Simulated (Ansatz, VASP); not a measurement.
# SiC (Moissanite): VASP beside Ansatz

Aim: how closely do two programs agree when they are given the same cell, functional and k mesh? The cell is taken from a series of runs on this material, whose earlier steps may have relaxed, scaled, displaced or heated it; both programs get it as it stands.

Main program and level: Ansatz 0.2.0; plane waves, with VASP 6.6.1 beside it; zone-centre phonons at PBE.

## 1. The structure

It takes space group P6_3mc (No. 186, hexagonal). The conventional cell has a = 3.071 Å, b = 3.071 Å, c = 5.040 Å, α = 90.00°, β = 90.00°, γ = 120.00°. Nearest to C lie 4 Si at 1.88 to 1.89 Å. Si has 4 C at 1.88 to 1.89 Å nearest. Farther neighbours are not listed.

## 2. VASP: zone-centre phonons, PBE, pair 1

Second derivatives magnify differences that forces hide, and they need a tight electronic threshold.

Lines of VASP's logs that name or quote its potential files are left out, and so is its time.

Contents of INCAR:

```
SYSTEM = SiC
PREC = Accurate
ENCUT = 600
EDIFF = 1E-08
NELM = 120
ISMEAR = 0
SIGMA = 0.01
LREAL = .FALSE.
ALGO = Normal
GGA = PE
NBANDS = 14
LORBIT = 11
LWAVE = .FALSE.
LCHARG = .FALSE.
ISIF = 2
IBRION = 8
LEPSILON = .TRUE.
LASPH = .TRUE.
GGA_COMPAT = .FALSE.
EFERMI = MIDGAP
KPAR = 2
```

Contents of POSCAR:

```
SiC
1.0
    3.0713245824      0.0000000000      0.0000000000
   -1.5356622912      2.6598451117      0.0000000000
    0.0000000000      0.0000000000      5.0396095360
C Si
2 2
Direct
    0.3333333333      0.6666666667      0.3804074223
    0.6666666667      0.3333333333      0.8804074223
    0.3333333333      0.6666666667      0.0045925777
    0.6666666667      0.3333333333      0.5045925777
```

Contents of KPOINTS:

```
Automatic mesh
0
Gamma
12 12 6
0 0 0
```

The projector-augmented-wave data sets are C and Si (PBE family, release 64).

Run with:

```bash
> mpirun -np 2 vasp_std
```

Numbers of over 12 decimals in the logs are rounded to 6 here.

The log of the run:

```text
[banner, memory and clock lines left out]
running    2 mpi-ranks, on    1 nodes
 distrk:  each k-point on    1 cores,    2 groups
 distr:  one band on    1 cores,    1 groups

 POSCAR found type information on POSCAR C Si
 POSCAR found :  2 types and       4 ions
 LDA part: xc-table for (Slater+PW92), standard interpolation
 POSCAR, INCAR and KPOINTS ok, starting setup
 FFT: planning ... GRIDC
 FFT: planning ... GRID_SOFT
 FFT: planning ... GRID
 WAVECAR not read
 entering main loop
       N       E                     dE             d eps       ncg     rms          rms(c)
DAV:   1     0.342341833433E+02    0.34234E+02   -0.79862E+03  2128   0.115E+03
DAV:   2    -0.307857378704E+02   -0.65020E+02   -0.59163E+02  2996   0.179E+02
DAV:   3    -0.338239096286E+02   -0.30382E+01   -0.30214E+01  2950   0.370E+01
DAV:   4    -0.338524266614E+02   -0.28517E-01   -0.28510E-01  2434   0.433E+00
DAV:   5    -0.338527887951E+02   -0.36213E-03   -0.36209E-03  2962   0.460E-01    0.125E+01
DAV:   6    -0.302033761991E+02    0.36494E+01   -0.85517E+00  2734   0.180E+01    0.566E+00
DAV:   7    -0.301189356994E+02    0.84440E-01   -0.10712E+00  2932   0.642E+00    0.246E+00
DAV:   8    -0.301026093741E+02    0.16326E-01   -0.51645E-02  2500   0.153E+00    0.612E-01
DAV:   9    -0.301012735364E+02    0.13358E-02   -0.79237E-03  2740   0.630E-01    0.126E-01
DAV:  10    -0.301015495255E+02   -0.27599E-03   -0.81818E-04  2770   0.186E-01    0.569E-02
DAV:  11    -0.301015740343E+02   -0.24509E-04   -0.99926E-05  2434   0.762E-02    0.130E-02
DAV:  12    -0.301015752706E+02   -0.12363E-05   -0.49948E-06  2782   0.160E-02    0.332E-03
DAV:  13    -0.301015757595E+02   -0.48893E-06   -0.30097E-07  2620   0.391E-03    0.227E-03
DAV:  14    -0.301015757895E+02   -0.29933E-07   -0.78384E-09  2122   0.710E-04    0.112E-03
DAV:  15    -0.301015757594E+02    0.30074E-07   -0.15474E-08  1868   0.817E-04    0.827E-05
DAV:  16    -0.301015757563E+02    0.31077E-08   -0.15901E-09  1334   0.318E-04
   1 F= -.30101576E+02 E0= -.30101576E+02  d E =0.000000E+00
 Linear response reoptimize wavefunctions to high precision
DAV:   1    -0.301015757582E+02   -0.18708E-08   -0.10717E-10  1670   0.889E-05
DAV:   2    -0.301015757582E+02    0.13642E-11   -0.12927E-11  1292   0.298E-05
 Linear response G [H, r] |phi>, progress :
  Direction:   1
       N       E                     dE             d eps       ncg     rms
RMM:   1    -0.696714127882E+02   -0.69671E+02    0.64975E+01  5542   0.643E+01
RMM:   2    -0.516721614677E+02    0.17999E+02   -0.63689E+00  3634   0.180E+01
RMM:   3    -0.517170524253E+02   -0.44891E-01   -0.10124E-01  3866   0.217E+00
RMM:   4    -0.517178465474E+02   -0.79412E-03   -0.31735E-03  4167   0.352E-01
RMM:   5    -0.517178789477E+02   -0.32400E-04   -0.16687E-04  4152   0.667E-02
RMM:   6    -0.517178838825E+02   -0.49348E-05   -0.20380E-05  4273   0.145E-02
RMM:   7    -0.517178833955E+02    0.48704E-06   -0.47143E-06  4206   0.339E-03
RMM:   8    -0.517178832557E+02    0.13977E-06   -0.24947E-06  4107   0.908E-04
RMM:   9    -0.517178832227E+02    0.32971E-07    0.47826E-06  3444   0.323E-04
RMM:  10    -0.517178832149E+02    0.78653E-08    0.40151E-06  2796   0.171E-04
RMM:  11    -0.517178832120E+02    0.28274E-08    0.32936E-06  2624   0.137E-04
RMM:  12    -0.517178832140E+02   -0.19537E-08    0.24951E-06  2527   0.127E-04
RMM:  13    -0.517178832059E+02    0.80434E-08   -0.30383E-06  2184   0.123E-04
RMM:  14    -0.517178832075E+02   -0.15626E-08   -0.45947E-06  1947   0.123E-04
RMM:  15    -0.517178832101E+02   -0.26140E-08   -0.22714E-06  1767   0.123E-04
 Linear response G [H, r] |phi>, progress :
  Direction:   2
       N       E                     dE             d eps       ncg     rms
RMM:   1    -0.807943225974E+02   -0.80794E+02   -0.10880E+02  5372   0.611E+01
RMM:   2    -0.648746673204E+02    0.15920E+02   -0.49699E+00  3609   0.162E+01
RMM:   3    -0.649134250963E+02   -0.38758E-01   -0.68304E-02  3820   0.184E+00
RMM:   4    -0.649139896920E+02   -0.56460E-03   -0.12394E-03  4051   0.276E-01
RMM:   5    -0.649140469886E+02   -0.57297E-04   -0.65615E-06  4079   0.472E-02
RMM:   6    -0.649140529161E+02   -0.59274E-05    0.28623E-06  4152   0.907E-03
RMM:   7    -0.649140533908E+02   -0.47474E-06    0.19661E-06  4106   0.186E-03
RMM:   8    -0.649140534703E+02   -0.79473E-07    0.78824E-06  3942   0.461E-04
RMM:   9    -0.649140533473E+02    0.12296E-06   -0.24445E-06  3186   0.183E-04
RMM:  10    -0.649140533467E+02    0.64736E-09   -0.30324E-06  2627   0.130E-04
RMM:  11    -0.649140533583E+02   -0.11630E-07   -0.93722E-06  2420   0.124E-04
RMM:  12    -0.649140533622E+02   -0.39458E-08   -0.50507E-07  2262   0.123E-04
RMM:  13    -0.649140533584E+02    0.38256E-08   -0.46299E-06  2011   0.123E-04
 Linear response G [H, r] |phi>, progress :
  Direction:   3
       N       E                     dE             d eps       ncg     rms
RMM:   1    -0.803117335580E+02   -0.80312E+02   -0.63517E+01  5356   0.618E+01
[...]
RMM:   6    -0.739137597969E+00   -0.71550E-08    0.64540E-09  2873   0.228E-04
 change of polarisation eV/A/(eV/A) component  3 :    -0.183    -0.109     1.478
 dielectric tensor                  component  3 :    -0.803    -0.479     7.497
 Linear response to external field, progress :
  Direction:   1
[...]
RMM:   5    -0.765902932713E+00   -0.65845E-02   -0.44162E-04  3688   0.147E-01    0.197E-02
RMM:   6    -0.766615764031E+00   -0.71283E-03   -0.10588E-05  3894   0.226E-02    0.767E-03
RMM:   7    -0.766804914863E+00   -0.18915E-03   -0.84385E-07  3814   0.712E-03    0.204E-03
RMM:   8    -0.766898309686E+00   -0.93395E-04   -0.19984E-07  3878   0.326E-03    0.331E-04
RMM:   9    -0.766900332864E+00   -0.20232E-05   -0.87243E-09  3938   0.615E-04    0.902E-05
RMM:  10    -0.766901199956E+00   -0.86709E-06   -0.16332E-08  3463   0.142E-04    0.177E-05
RMM:  11    -0.766901054156E+00    0.14580E-06   -0.26967E-08  2278   0.476E-05    0.318E-06
 change of polarisation eV/A/(eV/A) component  3 :    -0.183    -0.109     1.427
 dielectric tensor                  component  3 :    -0.803    -0.481     7.270
 Linear response DOF=           4
 Linear response progress:
  Degree of freedom:   1/  4
       N       E                     dE             d eps       ncg     rms          rms(c)
RMM:   1    -0.127938256927E+00   -0.12794E+00    0.69335E-02 26534   0.208E+00
RMM:   2    -0.125023224233E+00    0.29150E-02   -0.36001E-03 19748   0.429E-01    0.204E-01
RMM:   3    -0.125137268816E+00   -0.11404E-03   -0.10396E-03 19330   0.194E-01    0.102E-01
RMM:   4    -0.126295084174E+00   -0.11578E-02   -0.93518E-04 19613   0.168E-01    0.200E-02
RMM:   5    -0.126223311189E+00    0.71773E-04   -0.17486E-05 21442   0.281E-02    0.307E-03
RMM:   6    -0.126265542675E+00   -0.42231E-04   -0.19044E-06 22414   0.570E-03    0.106E-03
RMM:   7    -0.126260424188E+00    0.51185E-05   -0.43209E-06 22720   0.125E-03    0.246E-04
RMM:   8    -0.126261810080E+00   -0.13859E-05   -0.10686E-06 23017   0.312E-04    0.414E-05
RMM:   9    -0.126261694650E+00    0.11543E-06   -0.43819E-07 22924   0.957E-05    0.941E-06
RMM:  10    -0.126261782076E+00   -0.87426E-07   -0.82159E-08 23337   0.314E-05    0.630E-06
RMM:  11    -0.126261718290E+00    0.63785E-07   -0.27146E-08 22373   0.182E-05    0.106E-06
RMM:  12    -0.126261726932E+00   -0.86420E-08   -0.67962E-09 21125   0.989E-06    0.409E-07
 first order change of Fermi-energy  -0.45971E+00
 force on displaced ion       1 direction 1 : -19.653   0.000  -0.000
 Born effective charge ion    1 direction 1 :  -2.661  -0.000  -0.000
 Linear response progress:
  Degree of freedom:   2/  4
       N       E                     dE             d eps       ncg     rms          rms(c)
RMM:   1    -0.140382742801E+00   -0.14038E+00    0.88524E-02  5997   0.215E+00
RMM:   2    -0.135592052437E+00    0.47907E-02   -0.34613E-03  4600   0.450E-01    0.217E-01
RMM:   3    -0.135173235779E+00    0.41882E-03   -0.23564E-03  4738   0.235E-01    0.108E-01
RMM:   4    -0.135801550608E+00   -0.62831E-03   -0.54066E-04  4748   0.118E-01    0.387E-02
RMM:   5    -0.136011660879E+00   -0.21011E-03   -0.37514E-05  4762   0.360E-02    0.871E-03
RMM:   6    -0.136038154934E+00   -0.26494E-04    0.57964E-07  5070   0.727E-03    0.236E-03
RMM:   7    -0.136016900076E+00    0.21255E-04    0.18333E-06  4816   0.335E-03    0.686E-04
RMM:   8    -0.136023018840E+00   -0.61188E-05   -0.39507E-07  5200   0.104E-03    0.198E-04
RMM:   9    -0.136023032692E+00   -0.13852E-07    0.22965E-09  5170   0.314E-04    0.590E-05
RMM:  10    -0.136022824180E+00    0.20851E-06   -0.23667E-08  5174   0.961E-05    0.158E-05
RMM:  11    -0.136022920671E+00   -0.96491E-07   -0.80622E-08  5197   0.433E-05    0.490E-06
RMM:  12    -0.136022904999E+00    0.15672E-07    0.19187E-08  5296   0.139E-05    0.172E-06
RMM:  13    -0.136022909480E+00   -0.44814E-08   -0.14206E-09  4799   0.711E-06    0.550E-07
 first order change of Fermi-energy   0.41785E+00
 force on displaced ion       1 direction 3 :  -0.000   0.000 -24.485
 Born effective charge ion    1 direction 3 :   0.000   0.000  -2.861
 Linear response progress:
  Degree of freedom:   3/  4
       N       E                     dE             d eps       ncg     rms          rms(c)
RMM:   1    -0.174378913513E-01   -0.17438E-01    0.10788E-03 30437   0.959E-01
RMM:   2    -0.147367265120E-01    0.27012E-02   -0.77822E-04 20152   0.242E-01    0.128E-01
RMM:   3    -0.146405540011E-01    0.96173E-04    0.20022E-04 20961   0.633E-02    0.740E-02
RMM:   4    -0.146873679928E-01   -0.46814E-04    0.18744E-04 19840   0.629E-02    0.972E-03
RMM:   5    -0.146860987738E-01    0.12692E-05   -0.13770E-05 21356   0.136E-02    0.205E-03
RMM:   6    -0.146828173072E-01    0.32815E-05    0.93227E-07 22197   0.244E-03    0.100E-03
RMM:   7    -0.146811542002E-01    0.16631E-05   -0.22118E-06 22562   0.577E-04    0.930E-05
RMM:   8    -0.146810547428E-01    0.99457E-07   -0.64261E-07 22921   0.118E-04    0.234E-05
RMM:   9    -0.146810826974E-01   -0.27955E-07   -0.86545E-08 22808   0.390E-05    0.757E-06
RMM:  10    -0.146810654600E-01    0.17237E-07   -0.38152E-08 22833   0.160E-05    0.139E-06
RMM:  11    -0.146810578645E-01    0.75954E-08   -0.12647E-08 21829   0.607E-06    0.471E-07
 first order change of Fermi-energy  -0.85035E+00
 force on displaced ion       3 direction 1 : -20.267  -0.001   0.000
 Born effective charge ion    3 direction 1 :   2.660  -0.000  -0.000
 Linear response progress:
  Degree of freedom:   4/  4
       N       E                     dE             d eps       ncg     rms          rms(c)
RMM:   1    -0.351072328915E-01   -0.35107E-01    0.49213E-02  7478   0.147E+00
RMM:   2    -0.278206202181E-01    0.72866E-02   -0.38003E-03  4614   0.404E-01    0.150E-01
RMM:   3    -0.272666603856E-01    0.55396E-03   -0.64759E-04  4792   0.122E-01    0.810E-02
RMM:   4    -0.270871026227E-01    0.17956E-03   -0.51205E-04  4879   0.755E-02    0.296E-02
RMM:   5    -0.270350825358E-01    0.52020E-04   -0.17634E-04  4921   0.303E-02    0.595E-03
RMM:   6    -0.270285176752E-01    0.65649E-05   -0.41440E-05  4855   0.831E-03    0.198E-03
RMM:   7    -0.270245050696E-01    0.40126E-05   -0.58219E-06  5118   0.220E-03    0.724E-04
RMM:   8    -0.270252153581E-01   -0.71029E-06   -0.36342E-06  5035   0.103E-03    0.253E-04
RMM:   9    -0.270249110445E-01    0.30431E-06   -0.57972E-07  5180   0.312E-04    0.468E-05
RMM:  10    -0.270249383317E-01   -0.27287E-07    0.90454E-08  5206   0.953E-05    0.250E-05
RMM:  11    -0.270249471105E-01   -0.87787E-08   -0.37689E-08  5099   0.476E-05    0.546E-06
 first order change of Fermi-energy  -0.41786E+00
 force on displaced ion       3 direction 3 :   0.000   0.000 -27.432
 Born effective charge ion    3 direction 3 :   0.000   0.000   2.861
 Born effective charges drift removed
 Linear response finished
```

[end of part 1 of 3]

[Lines on the potential files, build, host, timing and source positions are cut from VASP's logs without a mark.]

[Logs are printed without paths, hosts, clocks, repeated set-up lines and the standing remarks that a program may print on its own settings, such as how far it seeks lower states.]

[Hosts, paths, dates, database ids (printed as entryN), source tags and the programs' standing remarks are cut or masked in the printed files.]
